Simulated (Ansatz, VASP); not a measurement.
# SiC in two plane-wave programs

One calculation is typed for both programs; each brings its own data sets. How far apart do they land? The cell is taken from a series of runs on this material, whose earlier steps may have relaxed, scaled, displaced or heated it; both programs get it as it stands.

Main program and level: Ansatz 0.2.0; plane waves, with VASP 6.6.1 beside it; G0W0 gap at PBE.

### Step 1. Set-up

Symmetry: P6_3mc, No. 186, hexagonal system. The conventional cell has a = 3.092 Å, b = 3.092 Å, c = 5.074 Å, α = 90.00°, β = 90.00°, γ = 120.00°. Si has 4 C at 1.89 to 1.91 Å nearest. C has 4 Si at 1.89 to 1.91 Å nearest. Farther neighbours are not listed.

Coordinates:

```cif
data_structure
_symmetry_space_group_name_H-M 'P6_3mc'
_symmetry_Int_Tables_number 186
_cell_length_a 3.0918
_cell_length_b 3.0918
_cell_length_c 5.0738
_cell_angle_alpha 90.000
_cell_angle_beta 90.000
_cell_angle_gamma 120.000
_cell_volume 42.00
loop_
_atom_site_label
_atom_site_type_symbol
_atom_site_symmetry_multiplicity
_atom_site_Wyckoff_symbol
_atom_site_fract_x
_atom_site_fract_y
_atom_site_fract_z
_atom_site_occupancy
Si1 Si 2 b 0.33333 0.66667 0.49957 1
C1 C 2 b 0.33333 0.66667 0.87543 1
```

### Step 2. VASP: G0W0 gap, PBE

Quasiparticle shifts depend on high empty states and on the cores, so they are the hardest test of two PAW sets.

Lines of VASP's logs that name or quote its potential files are left out, and so is its time.

The run reads the wave functions of an earlier VASP run, which isn't shown here.

INCAR reads:

```
SYSTEM = SiC
PREC = Accurate
ENCUT = 440
ISMEAR = 0
SIGMA = 0.01
LREAL = .FALSE.
GGA = PE
NBANDS = 133
ALGO = EVGW0
NELMGW = 1
ENCUTGW = 120
NOMEGA = 64
PRECFOCK = Fast
NBANDSGW = 16
LWAVE = .FALSE.
LCHARG = .FALSE.
```

POSCAR reads:

```
SiC
1.0
    3.0918290149      0.0000000000      0.0000000000
   -1.5459145075      2.6776024711      0.0000000000
    0.0000000000      0.0000000000      5.0737922218
Si C
2 2
Direct
    0.3333333333      0.6666666667      0.4995713865
    0.6666666667      0.3333333333      0.9995713865
    0.3333333333      0.6666666667      0.8754286135
    0.6666666667      0.3333333333      0.3754286135
```

KPOINTS reads:

```
Automatic mesh
0
Gamma
6 6 4
0 0 0
```

Potentials, in the order of the species: Si_GW and C_GW (PBE family, release 64).

On the command line:

```
$ export OMP_NUM_THREADS=3
$ mpirun -np 1 vasp_std
```

Numbers of over 12 decimals in the logs are rounded to 6 here.

The program printed:

```text
[banner, memory and clock lines left out]
running    1 mpi-ranks, on    1 nodes
 distrk:  each k-point on    1 cores,    1 groups
 distr:  one band on    1 cores,    1 groups
 Offloading initialized ...    1 GPUs detected
 POSCAR found type information on POSCAR SiC
 POSCAR found :  2 types and       4 ions
|                                                                             |
|           W    W    AA    RRRRR   N    N  II  N    N   GGGG   !!!           |
|           W    W   A  A   R    R  NN   N  II  NN   N  G    G  !!!           |
|           W    W  A    A  R    R  N N  N  II  N N  N  G       !!!           |
|           W WW W  AAAAAA  RRRRR   N  N N  II  N  N N  G  GGG   !            |
|           WW  WW  A    A  R   R   N   NN  II  N   NN  G    G                |
|           W    W  A    A  R    R  N    N  II  N    N   GGGG   !!!           |
|                                                                             |
|     The default for ENCUTGWSOFT is different in this version of VASP.       |
|     please manually set ENCUTGWSOFT =120 in the INCAR file.                 |
|                                                                             |

 LDA part: xc-table for (Slater+PW92), standard interpolation
 found WAVECAR, reading the header
 POSCAR, INCAR and KPOINTS ok, starting setup
 FFT: planning ... GRIDC
 FFT: planning ... GRID_SOFT
 FFT: planning ... GRID
 reading WAVECAR
 the WAVECAR file was read successfully
 initial charge from wavefunction
 available memory per node:   1677.53 GB, setting MAXMEM to   1717792

 The Fermi energy was updated, please check that it is located mid-gap
 values below the HOMO (VB) or above the LUMO (CB) will cause erroneous energies
 E-fermi :   8.9094

 calculate exact exchange contribution
 the WAVEDER file was read successfully
energies w=
    0.000    0.000    0.583    0.000    1.165    0.000    1.745    0.000
    2.320    0.000    2.891    0.000    3.455    0.000    4.014    0.000
    4.565    0.000    5.109    0.000    5.645    0.000    6.174    0.000
    6.696    0.000    7.210    0.000    7.719    0.000    8.221    0.000
    8.718    0.000    9.210    0.000    9.699    0.000   10.185    0.000
   10.670    0.000   11.153    0.000   11.637    0.000   12.122    0.000
   12.610    0.000   13.102    0.000   13.599    0.000   14.102    0.000
   14.614    0.000   15.136    0.000   15.669    0.000   16.216    0.000
   16.779    0.000   17.360    0.000   17.962    0.000   18.588    0.000
   19.241    0.000   19.925    0.000   20.645    0.000   21.405    0.000
   22.212    0.000   23.071    0.000   23.991    0.000   24.981    0.000
   26.053    0.000   27.219    0.000   28.497    0.000   29.905    0.000
   31.467    0.000   33.215    0.000   35.186    0.000   37.430    0.000
   40.012    0.000   43.015    0.000   46.556    0.000   50.796    0.000
   55.965    0.000   62.405    0.000   70.645    0.000   81.554    0.000
   96.659    0.000  118.918    0.000  154.917    0.000  222.867    0.000
 responsefunction array rank=     135
 LDA part: xc-table for (Slater+PW92), standard interpolation

 min. memory requirement per mpi rank    606.7 MB, per node    606.7 MB

 allocating  64 responsefunctions rank=   135
 shmem allocating  64 responsefunctions rank=   135
 response function shared by NCSHMEM nodes    1
 Doing            64  frequencies on each core in blocks of            64
NQ=   1    0.0000    0.0000    0.0000,
|.........|.........|.........|.........|.........|.........|.........|.........
 performed        377000 updates of chi_q(r,r)
 total number of BLAS operations         55.02 Gflops
NQ=   2    0.1667    0.0000    0.0000,
|.........|.........|.........|.........|.........|.........|.........|.........
 performed       1048000 updates of chi_q(r,r)
 total number of BLAS operations        141.61 Gflops
NQ=   3    0.3333    0.0000    0.0000,
|.........|.........|.........|.........|.........|.........|.........|.........
 performed       1719000 updates of chi_q(r,r)
 total number of BLAS operations        220.20 Gflops
NQ=   4    0.5000    0.0000    0.0000,
|.........|.........|.........|.........|.........|.........|.........|.........
 performed       2236000 updates of chi_q(r,r)
 total number of BLAS operations        281.86 Gflops
NQ=   5    0.1667    0.1667    0.0000,
|.........|.........|.........|.........|.........|.........|.........|.........
 performed       2932000 updates of chi_q(r,r)
 total number of BLAS operations        371.74 Gflops
NQ=   6    0.3333    0.1667    0.0000,
|.........|.........|.........|.........|.........|.........|.........|.........
 performed       3730000 updates of chi_q(r,r)
 total number of BLAS operations        471.58 Gflops
NQ=   7    0.3333    0.3333    0.0000,
|.........|.........|.........|.........|.........|.........|.........|.........
 performed       4179000 updates of chi_q(r,r)
 total number of BLAS operations        531.45 Gflops
NQ=   8    0.0000    0.0000    0.2500,
|.........|.........|.........|.........|.........|.........|.........|.........
 performed       4586000 updates of chi_q(r,r)
 total number of BLAS operations        580.74 Gflops
NQ=   9    0.1667    0.0000    0.2500,
|.........|.........|.........|.........|.........|.........|.........|.........
 performed       5333000 updates of chi_q(r,r)
 total number of BLAS operations        671.22 Gflops
NQ=  10    0.3333    0.0000    0.2500,
|.........|.........|.........|.........|.........|.........|.........|.........
 performed       6080000 updates of chi_q(r,r)
 total number of BLAS operations        767.70 Gflops
NQ=  11    0.5000    0.0000    0.2500,
|.........|.........|.........|.........|.........|.........|.........|.........
 performed       6674000 updates of chi_q(r,r)
 total number of BLAS operations        850.55 Gflops
NQ=  12    0.1667    0.1667    0.2500,
|.........|.........|.........|.........|.........|.........|.........|.........
 performed       7472000 updates of chi_q(r,r)
 total number of BLAS operations        953.61 Gflops
NQ=  13    0.3333    0.1667    0.2500,
|.........|.........|.........|.........|.........|.........|.........|.........
 performed       8372000 updates of chi_q(r,r)
 total number of BLAS operations       1068.03 Gflops
NQ=  14    0.3333    0.3333    0.2500,
|.........|.........|.........|.........|.........|.........|.........|.........
 performed       8864000 updates of chi_q(r,r)
 total number of BLAS operations       1127.61 Gflops
NQ=  15    0.0000    0.0000    0.5000,
|.........|.........|.........|.........|.........|.........|.........|.........
 performed       9241000 updates of chi_q(r,r)
 total number of BLAS operations       1169.65 Gflops
NQ=  16    0.1667    0.0000    0.5000,
|.........|.........|.........|.........|.........|.........|.........|.........
 performed       9912000 updates of chi_q(r,r)
 total number of BLAS operations       1252.19 Gflops
NQ=  17    0.3333    0.0000    0.5000,
|.........|.........|.........|.........|.........|.........|.........|.........
 performed      10583000 updates of chi_q(r,r)
 total number of BLAS operations       1334.74 Gflops
NQ=  18    0.5000    0.0000    0.5000,
|.........|.........|.........|.........|.........|.........|.........|.........
 performed      11100000 updates of chi_q(r,r)
 total number of BLAS operations       1402.61 Gflops
NQ=  19    0.1667    0.1667    0.5000,
|.........|.........|.........|.........|.........|.........|.........|.........
 performed      11796000 updates of chi_q(r,r)
 total number of BLAS operations       1488.29 Gflops
NQ=  20    0.3333    0.1667    0.5000,
|.........|.........|.........|.........|.........|.........|.........|.........
 performed      12594000 updates of chi_q(r,r)
 total number of BLAS operations       1589.74 Gflops
NQ=  21    0.3333    0.3333    0.5000,
|.........|.........|.........|.........|.........|.........|.........|.........
 performed      13043000 updates of chi_q(r,r)
 total number of BLAS operations       1636.50 Gflops
 resolving degeneracies of screened two electron integrals

 calculate QP shifts <psi_nk| G(iteration)W_0 |psi_nk>: iteration 1
 entering main loop
```

From OUTCAR (step 2):

```text
ion  position               nearest neighbor table
   1  0.333  0.667  0.500-   4 1.89   4 1.89   4 1.89   3 1.91   2 3.10   2 3.10   2 3.10   2 3.10
                             2 3.10   2 3.10
   2  0.667  0.333  1.000-   3 1.89   3 1.89   3 1.89   4 1.91   1 3.10   1 3.10   1 3.10   1 3.10
                             1 3.10   1 3.10
   3  0.333  0.667  0.875-   2 1.89   2 1.89   2 1.89   1 1.91
   4  0.667  0.333  0.375-   1 1.89   1 1.89   1 1.89   2 1.91

  LATTYP: Found a hexagonal cell.
 ALAT       =     3.0918290149
 C/A-ratio  =     1.6410326048

 Subroutine GETGRP returns: Found 12 space group operations
 (whereof  6 operations were pure point group operations)

The static configuration has the point symmetry C_3v.
 The point group associated with its full space group is C_6v.

 Found     21 irreducible k-points:

   k-points           NKPTS =     21   k-points in BZ     NKDIM =    144   number of bands    NBANDS=    133

   dimension x,y,z NGX =    24 NGY =   24 NGZ =   36
   dimension x,y,z NGXF=    48 NGYF=   48 NGZF=   72

   ENCUT  =  440.0 eV  32.34 Ry    5.69 a.u.   5.29  5.29  8.68*2*pi/ulx,y,z

   NELECT =      16.0000    total number of electrons

  energy-cutoff  :      440.00
  volume of cell :       42.00
      direct lattice vectors                 reciprocal lattice vectors
     3.091829015  0.000000000  0.000000000     0.323433151  0.186734217 -0.000000000
    -1.545914508  2.677602471  0.000000000     0.000000000  0.373468433  0.000000000
     0.000000000  0.000000000  5.073792222     0.000000000 -0.000000000  0.197091240

 k-points in reciprocal lattice and weights: Automatic mesh
   0.00000000  0.00000000  0.00000000       0.007
   0.16666667  0.00000000  0.00000000       0.042
   0.33333333  0.00000000  0.00000000       0.042
   0.50000000  0.00000000  0.00000000       0.021
   0.16666667  0.16666667  0.00000000       0.042
   0.33333333  0.16666667  0.00000000       0.083
   0.33333333  0.33333333  0.00000000       0.014
   0.00000000  0.00000000  0.25000000       0.014
   0.16666667  0.00000000  0.25000000       0.083
[...]
0.33333333  0.16666667  0.50000000       0.083
   0.33333333  0.33333333  0.50000000       0.014

 E-fermi :   8.9094

 QP shifts <psi_nk| G(iteration)W_0 |psi_nk>: iteration 1
 for sc-GW calculations column KS-energies equals QP-energies in previous step
 and V_xc(KS)=  KS-energies - (<T + V_ion + V_H > + <T+V_H+V_ion>^1  + <V_x>^1)
 k-point   1 :       0.0000    0.0000    0.0000
  band No.  KS-energies  QP-energies   sigma(KS)   V_xc(KS)     V^pw_x(r,r')   Z            occupation Imag(sigma)
    ...
      5       6.4485       5.8779     -15.0522     -14.3217     -17.3790       0.7810       2.0000       0.0506
      6       7.6475       7.2176     -15.3072     -14.7613     -17.2449       0.7876       2.0000       0.0440
      7       7.7604       7.3308     -15.3936     -14.8489     -17.3764       0.7886       2.0000       0.0443
      8       7.7604       7.3308     -15.3936     -14.8489     -17.3764       0.7886       2.0000       0.0443
      9      12.4236      12.9953     -11.4385     -12.1543      -6.9046       0.7988       0.0000      -0.0669
     10      13.7974      14.3950     -12.0437     -12.8076      -7.1209       0.7822       0.0000      -0.0818
     11      14.3272      14.8990     -10.5378     -11.2585      -5.6341       0.7935       0.0000      -0.0813
     12      14.3272      14.8990     -10.5378     -11.2585      -5.6341       0.7935       0.0000      -0.0813
    ...

 k-point   2 :       0.1667    0.0000    0.0000
  band No.  KS-energies  QP-energies   sigma(KS)   V_xc(KS)     V^pw_x(r,r')   Z            occupation Imag(sigma)
    ...
      5       5.7682       5.1396     -14.7546     -13.9466     -17.2233       0.7780       2.0000       0.0550
      6       6.1791       5.6133     -15.0919     -14.3646     -17.4853       0.7780       2.0000       0.0545
      7       7.2893       6.8219     -15.1526     -14.5590     -17.1534       0.7873       2.0000       0.0451
      8       7.4714       7.0090     -15.3369     -14.7488     -17.3987       0.7863       2.0000       0.0454
      9      12.5511      13.0335     -10.6070     -11.2087      -6.0617       0.8018       0.0000      -0.0687
     10      14.3868      15.0152     -11.6225     -12.4266      -6.5932       0.7814       0.0000      -0.0865
     11      14.7721      15.3586     -10.8517     -11.5983      -5.7210       0.7855       0.0000      -0.0918
     12      14.9349      15.6338     -11.5952     -12.4868      -6.5471       0.7839       0.0000      -0.0880
    ...

 k-point   3 :       0.3333    0.0000    0.0000
  band No.  KS-energies  QP-energies   sigma(KS)   V_xc(KS)     V^pw_x(r,r')   Z            occupation Imag(sigma)
    ...
      5       3.4008       2.6715     -14.6823     -13.7118     -18.0492       0.7515       2.0000       0.1004
      6       4.8328       4.1322     -14.5144     -13.6059     -17.2447       0.7712       2.0000       0.0640
      7       5.9392       5.3534     -14.4059     -13.6555     -16.6111       0.7808       2.0000       0.0511
      8       6.8513       6.3245     -15.1575     -14.4849     -17.3739       0.7832       2.0000       0.0481
      9      11.0848      11.4673     -10.2460     -10.7180      -5.9874       0.8103       0.0000      -0.0619
     10      12.6383      13.1076     -10.6951     -11.2823      -6.1543       0.7993       0.0000      -0.0714
     11      14.8070      15.4852     -11.5831     -12.4449      -6.5954       0.7869       0.0000      -0.0849
     12      15.1266      15.7075     -10.4320     -11.1677      -5.3223       0.7896       0.0000      -0.0936
    ...

 k-point   4 :       0.5000    0.0000    0.0000
  band No.  KS-energies  QP-energies   sigma(KS)   V_xc(KS)     V^pw_x(r,r')   Z            occupation Imag(sigma)
    ...
      5       2.3787       1.5947     -13.7392     -12.6888     -17.1807       0.7464       2.0000       0.1211
      6       4.4657       3.7412     -14.4480     -13.5044     -17.2876       0.7677       2.0000       0.0683
      7       4.5144       3.8292     -13.6173     -12.7315     -16.0703       0.7736       2.0000       0.0634
      8       6.5678       6.0138     -15.0916     -14.3835     -17.3811       0.7825       2.0000       0.0496
      9      10.5037      10.8541     -10.1271     -10.5582      -5.9604       0.8129       0.0000      -0.0601
     10      11.9666      12.4244     -11.0781     -11.6506      -6.7953       0.7998       0.0000      -0.0650
     11      14.5123      15.1381     -11.3140     -12.1039      -6.4582       0.7921       0.0000      -0.0802
     12      14.8241      15.3831     -10.3377     -11.0427      -5.3247       0.7930       0.0000      -0.0886
    ...

[... 4 further parts left out ...]
```

(Part 1 of 2 ends here.)

[Lines on the potential files, build, host, timing and source positions are cut from VASP's logs without a mark.]

[Logs are printed without paths, hosts, clocks, repeated set-up lines and the standing remarks that a program may print on its own settings, such as how far it seeks lower states.]

[Hosts, paths, dates, database ids (printed as entryN), source tags and the programs' standing remarks are cut or masked in the printed files.]
